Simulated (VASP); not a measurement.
Output of a VASP run:

### OSZICAR
```
...
       N       E                     dE             d eps       ncg     rms          rms(c)
DAV:   1    -0.202871276097E+02   -0.14959E-03   -0.49669E-02  1688   0.350E+00    0.620E-01
DAV:   2    -0.202948768346E+02   -0.77492E-02   -0.93446E-02  1684   0.595E+00    0.933E-01
DAV:   3    -0.202828184276E+02    0.12058E-01   -0.42651E-02  1662   0.417E+00    0.106E-01
DAV:   4    -0.202827643495E+02    0.54078E-04   -0.15103E-03  1581   0.259E-01    0.565E-02
DAV:   5    -0.202827241374E+02    0.40212E-04   -0.91137E-05  1872   0.174E-01    0.204E-02
DAV:   6    -0.202827221216E+02    0.20158E-05   -0.12068E-05  2046   0.269E-02    0.773E-03
DAV:   7    -0.202827212447E+02    0.87687E-06   -0.12070E-06   781   0.215E-02
   3 F= -.21765580E+02 E0= -.21765748E+02  d E =-.908888E-03
       N       E                     dE             d eps       ncg     rms          rms(c)
DAV:   1    -0.202835518677E+02   -0.82975E-03   -0.12799E-03  1688   0.558E-01    0.100E-01
DAV:   2    -0.202837506216E+02   -0.19875E-03   -0.24562E-03  1687   0.966E-01    0.150E-01
DAV:   3    -0.202834370921E+02    0.31353E-03   -0.11146E-03  1670   0.670E-01    0.171E-02
DAV:   4    -0.202834345084E+02    0.25837E-05   -0.37227E-05  1575   0.419E-02    0.853E-03
DAV:   5    -0.202834335573E+02    0.95115E-06   -0.18605E-06   891   0.264E-02
   4 F= -.21765566E+02 E0= -.21765741E+02  d E =-.895104E-03
       N       E                     dE             d eps       ncg     rms          rms(c)
DAV:   1    -0.202843604633E+02   -0.92595E-03   -0.15566E-03  1679   0.621E-01    0.110E-01
DAV:   2    -0.202845990855E+02   -0.23862E-03   -0.29503E-03  1684   0.106E+00    0.164E-01
DAV:   3    -0.202842222613E+02    0.37682E-03   -0.13418E-03  1667   0.735E-01    0.193E-02
DAV:   4    -0.202842192383E+02    0.30230E-05   -0.46357E-05  1581   0.467E-02    0.941E-03
DAV:   5    -0.202842180602E+02    0.11781E-05   -0.25653E-06  1150   0.300E-02    0.305E-03
DAV:   6    -0.202842181185E+02   -0.58251E-07   -0.71943E-07   784   0.700E-03
   5 F= -.21765553E+02 E0= -.21765735E+02  d E =-.881618E-03
       N       E                     dE             d eps       ncg     rms          rms(c)
DAV:   1    -0.202837478129E+02    0.47025E-03   -0.72899E-04  1682   0.424E-01    0.751E-02
DAV:   2    -0.202838627083E+02   -0.11490E-03   -0.13730E-03  1684   0.722E-01    0.112E-01
DAV:   3    -0.202836853471E+02    0.17736E-03   -0.62553E-04  1662   0.503E-01    0.130E-02
DAV:   4    -0.202836848899E+02    0.45714E-06   -0.21178E-05  1578   0.316E-02    0.647E-03
DAV:   5    -0.202836843037E+02    0.58624E-06   -0.10615E-06   772   0.202E-02
   6 F= -.21765564E+02 E0= -.21765741E+02  d E =-.892893E-03
       N       E                     dE             d eps       ncg     rms          rms(c)
DAV:   1    -0.202833821042E+02    0.30279E-03   -0.70278E-02  1643   0.270E+00    0.420E-01
DAV:   2    -0.202836330081E+02   -0.25090E-03   -0.22204E-02  1702   0.286E+00    0.435E-01
DAV:   3    -0.202810494911E+02    0.25835E-02   -0.10865E-02  1676   0.209E+00    0.162E-01
DAV:   4    -0.202806637544E+02    0.38574E-03   -0.12684E-03  1740   0.440E-01    0.333E-02
DAV:   5    -0.202806554787E+02    0.82758E-05   -0.11412E-04  1814   0.163E-01    0.147E-02
DAV:   6    -0.202806549958E+02    0.48292E-06   -0.17471E-05  1695   0.643E-02    0.934E-03
DAV:   7    -0.202806541134E+02    0.88234E-06   -0.32503E-06  1246   0.344E-02
   7 F= -.21765955E+02 E0= -.21766100E+02  d E =-.391041E-03
```

**OUTCAR**
```
------------------------ aborting loop because EDIFF is reached ----------------------------------------
 Edisp (eV)   -1.48530
  FORCE on cell =-STRESS in cart. coord.  units (eV):
  Direction    XX          YY          ZZ          XY          YZ          ZX
  --------------------------------------------------------------------------------------
  Total      -0.04997    -0.04997    -0.02293     0.00000    -0.00000     0.00000
  in kB      -1.17304    -1.17304    -0.53835     0.00000    -0.00000     0.00000
  external pressure =       -0.96 kB  Pullay stress =        0.00 kB
  volume of cell :       68.25
      direct lattice vectors                 reciprocal lattice vectors
     1.966937704 -3.406836203 -0.000000000     0.254202255 -0.146763733 -0.000000000
     1.966937704  3.406836203 -0.000000000     0.254202255  0.146763733 -0.000000000
     0.000000000  0.000000000  5.092674791     0.000000000 -0.000000000  0.196360467
 POSITION                                       TOTAL-FORCE (eV/Angst)
 -----------------------------------------------------------------------------------
      1.96694      3.40684      2.54634        -0.000000      0.000000     -0.000000
      1.96694      3.40684     -0.00000        -0.000000      0.000000     -0.000000
      1.96694      1.13561      1.27317         0.000000     -0.000000      0.000000
      1.96694     -1.13561      3.81951         0.000000      0.000000      0.000000
 -----------------------------------------------------------------------------------
    total drift:                                0.000000      0.000000      0.000000
  FREE ENERGIE OF THE ION-ELECTRON SYSTEM (eV)
  ---------------------------------------------------
  free  energy   TOTEN  =       -21.7659552195 eV

  energy  without entropy=      -21.7663898239  energy(sigma->0) =      -21.76610009

 reached required accuracy - stopping structural energy minimisation
```
(Selected blocks of OUTCAR.)

**POSCAR**
```
NiSb
1
    1.9592356869    -3.3934959154     0.0000000000
    1.9592356869     3.3934959154     0.0000000000
    0.0000000000    -0.0000000000     5.1136781884
Ni Sb
2 2
Direct
  1.0000000000   0.0000000000   0.5000000000
  1.0000000000   0.0000000000   1.0000000000
  0.3333330000   0.6666670000   0.2500000000
  0.6666670000   0.3333330000   0.7500000000
```

### Question
Reconstruct the remaining input files.

### Answer
This is not unique; one that fits is the input of the run itself, PBE GGA with D3 dispersion (zero damping), plane waves, VASP's PBE PAW potentials (set 64).

KPOINTS:
```
Automatic mesh
0
Gamma
8 8 6
0 0 0
```

**INCAR**
```
SYSTEM = NiSb
PREC = Accurate
ENCUT = 520
EDIFF = 1E-6
NELM = 100
ALGO = Normal
LREAL = .FALSE.
LASPH = .TRUE.
ISMEAR = 1
SIGMA = 0.1
GGA = PE
IVDW = 11
LMAXMIX = 4
LWAVE = .FALSE.
LCHARG = .FALSE.
IBRION = 2
ISIF = 3
NSW = 60
EDIFFG = -0.02
```

POTCAR, in this order: Ni Sb (PBE.64 set). Program: vasp_std.

The compound is NiSb in the NiAs type structure. This run relaxes it. Symmetry was kept, so distortions that lower it aren't found. The start is the result of an earlier pass. The run is not spin-polarised, so no magnetic state was tried.
